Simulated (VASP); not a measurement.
Output of a VASP run:

**OSZICAR**
```
...
       N       E                     dE             d eps       ncg     rms          rms(c)
DAV:   1    -0.135540095710E+03   -0.23121E+00   -0.57657E+00  1520   0.194E+01    0.824E+00
DAV:   2    -0.135401134714E+03    0.13896E+00   -0.42340E-01  1532   0.499E+00    0.179E+00
DAV:   3    -0.135363892278E+03    0.37242E-01   -0.69813E-02  1549   0.181E+00    0.662E-01
DAV:   4    -0.135351645644E+03    0.12247E-01   -0.28888E-02  1609   0.119E+00    0.496E-01
DAV:   5    -0.135351847559E+03   -0.20192E-03   -0.18023E-03  1832   0.369E-01    0.312E-01
DAV:   6    -0.135351784682E+03    0.62878E-04   -0.70526E-04  1684   0.186E-01    0.917E-02
DAV:   7    -0.135351800788E+03   -0.16106E-04   -0.35176E-04  1735   0.167E-01    0.645E-02
DAV:   8    -0.135351770543E+03    0.30244E-04   -0.22150E-04  1658   0.138E-01    0.537E-02
DAV:   9    -0.135351774843E+03   -0.42993E-05   -0.49203E-05  1573   0.680E-02    0.597E-03
DAV:  10    -0.135351771860E+03    0.29824E-05   -0.21254E-06  1310   0.117E-02    0.451E-03
DAV:  11    -0.135351772421E+03   -0.56096E-06   -0.25423E-07   820   0.369E-03
   3 F= -.13535177E+03 E0= -.13535212E+03  d E =-.288573E-01
       N       E                     dE             d eps       ncg     rms          rms(c)
DAV:   1    -0.135351824195E+03   -0.52335E-04   -0.15177E-03  1532   0.316E-01    0.140E-01
DAV:   2    -0.135351785019E+03    0.39176E-04   -0.11775E-04  1586   0.820E-02    0.304E-02
DAV:   3    -0.135351776119E+03    0.89000E-05   -0.17187E-05  1573   0.282E-02    0.115E-02
DAV:   4    -0.135351773238E+03    0.28814E-05   -0.81778E-06  1620   0.199E-02    0.802E-03
DAV:   5    -0.135351773707E+03   -0.46872E-06   -0.39283E-07   808   0.570E-03
   4 F= -.13535177E+03 E0= -.13535213E+03  d E =-.288586E-01
       N       E                     dE             d eps       ncg     rms          rms(c)
DAV:   1    -0.135355248642E+03   -0.34754E-02   -0.18056E-01  1520   0.325E+00    0.683E-01
DAV:   2    -0.135352258655E+03    0.29900E-02   -0.56635E-03  1798   0.512E-01    0.204E-01
DAV:   3    -0.135352398056E+03   -0.13940E-03   -0.71509E-04  1923   0.212E-01    0.109E-01
DAV:   4    -0.135352187252E+03    0.21080E-03   -0.52131E-04  1842   0.151E-01    0.876E-02
DAV:   5    -0.135352217172E+03   -0.29919E-04   -0.70092E-05  1624   0.733E-02    0.568E-02
DAV:   6    -0.135352215593E+03    0.15782E-05   -0.57957E-05  1946   0.624E-02    0.441E-02
DAV:   7    -0.135352223154E+03   -0.75608E-05   -0.12180E-05  1863   0.282E-02    0.210E-02
DAV:   8    -0.135352223438E+03   -0.28369E-06   -0.37340E-06  1428   0.145E-02
   5 F= -.13535222E+03 E0= -.13535246E+03  d E =-.449731E-03
       N       E                     dE             d eps       ncg     rms          rms(c)
DAV:   1    -0.135352448335E+03   -0.22518E-03   -0.10393E-02  1526   0.780E-01    0.165E-01
DAV:   2    -0.135352272577E+03    0.17576E-03   -0.32764E-04  1776   0.123E-01    0.480E-02
DAV:   3    -0.135352283491E+03   -0.10915E-04   -0.40837E-05  1875   0.507E-02    0.257E-02
DAV:   4    -0.135352268989E+03    0.14502E-04   -0.31810E-05  1829   0.370E-02    0.214E-02
DAV:   5    -0.135352272035E+03   -0.30456E-05   -0.42570E-06  1556   0.176E-02    0.140E-02
DAV:   6    -0.135352269785E+03    0.22493E-05   -0.30741E-06  1365   0.146E-02    0.967E-03
DAV:   7    -0.135352270919E+03   -0.11334E-05   -0.58775E-07   784   0.662E-03    0.544E-03
DAV:   8    -0.135352271169E+03   -0.25023E-06   -0.23507E-07   778   0.327E-03
   6 F= -.13535227E+03 E0= -.13535253E+03  d E =-.497462E-03
```

### OUTCAR
```
------------------------ aborting loop because EDIFF is reached ----------------------------------------
  FORCE on cell =-STRESS in cart. coord.  units (eV):
  Direction    XX          YY          ZZ          XY          YZ          ZX
  --------------------------------------------------------------------------------------
  Total        0.0156667      0.0156667      0.0066483      0.0000000      0.0000000     -0.0000000
  in kB        0.3815808      0.3815808      0.1619280      0.0000000      0.0000000     -0.0000000
  external PRESSURE =       0.3083632 kB  Pullay stress =       0.0000000 kB
  volume of cell :       65.78
      direct lattice vectors                 reciprocal lattice vectors
     4.962593432  0.000000000 -0.000000000     0.201507541  0.116340429  0.000000000
    -2.481296716  4.297732139  0.000000000     0.000000000  0.232680858  0.000000000
    -0.000000000 -0.000000000  3.084277002     0.000000000  0.000000000  0.324225094
 POSITION                                       TOTAL-FORCE (eV/Angst)
 -----------------------------------------------------------------------------------
      2.48130      1.43258      1.54214         0.000000     -0.000000      0.000000
     -0.00000      2.86516      1.54214        -0.000000      0.000000     -0.000000
     -0.00000      0.00000      0.00000        -0.000000      0.000000     -0.000000
 -----------------------------------------------------------------------------------
    total drift:                                0.000000     -0.000000      0.000000
  FREE ENERGIE OF THE ION-ELECTRON SYSTEM (eV)
  ---------------------------------------------------
  free  energy   TOTEN  =      -135.3522711689 eV

  energy  without entropy=     -135.3530399652  energy(sigma->0) =     -135.35252743

 reached required accuracy - stopping structural energy minimisation
```
(Selected blocks of OUTCAR.)

File POSCAR:
```
Hf
1
    4.8916318916     0.0000000000     0.0000000000
   -2.4458159458     4.2362776354     0.0000000000
    0.0000000000     0.0000000000     3.0739381618
Hf
3
Direct
  0.6666670000   0.3333330000   0.5000000000
  0.3333330000   0.6666670000   0.5000000000
  0.0000000000   0.0000000000   0.0000000000
```

Question: Reconstruct the remaining input files.

Answer: This is not unique; one that fits is the input of the run itself, r2SCAN meta-GGA, plane waves, VASP's PBE PAW potentials (set 64).

**KPOINTS**
```
Automatic mesh
0
Gamma
7 7 9
0 0 0
```

**INCAR**
```
ENCUT=400
SYSTEM=Hf
ISIF=3
ALGO=Normal   ! blocked Davidson
METAGGA=R2SCAN
NELM=100
EDIFFG=-0.02   ! ionic stop
LMIXTAU=.True.
LWAVE=.False.
ISMEAR=1   ! Methfessel-Paxton
SIGMA=0.1   ! width (eV)
LCHARG=.False.
LASPH=.True.   ! aspherical one-centre terms
IBRION=2   ! conjugate gradients
EDIFF=1E-6
LREAL=.False.
PREC=Accurate
LMAXMIX=6   ! l cut-off of mixed one-centre charges
NSW=60   ! most ionic steps
```

POTCAR, in this order: Hf_pv (PBE.64 set). Program: vasp_std.

Energy and stress use the plane-wave basis of the starting cell.

The structure comes from a computed database's Hf entry (P6/mmm); how it stands against other phases isn't given here. This run relaxes it. Symmetry was kept, so distortions that lower it aren't found. The start is the result of an earlier pass.
